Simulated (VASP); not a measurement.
```
CELL_PARAMETERS angstrom
      0.00000     3.11848     3.11848
      3.11848     0.00000     3.11848
      3.11848     3.11848     0.00000
ATOMIC_POSITIONS crystal
  Na 0.00000 0.00000 0.00000
  I  0.50000 0.50000 0.50000
```

All values below come from PBE GGA with D3 dispersion (Becke-Johnson damping), VASP's PBE PAW potentials (set 64) (plane waves; VASP). Numerical set-up: 520 eV cut-off, 7×7×7 Γ-centred mesh, Gaussian smearing of 0.050 eV, potentials Na_pv I.

**Question.** Give the stress tensor in GPa (positive for a compressed cell).

**Answer.** 
```
1.29  0.00  0.00
0.00  1.29  0.00
0.00  0.00  1.29
```
The pressure is its mean diagonal, 1.29 GPa.

The compound is NaI in the rock salt structure. This cell is one point of a volume scan, at 0.94 of the reference volume.
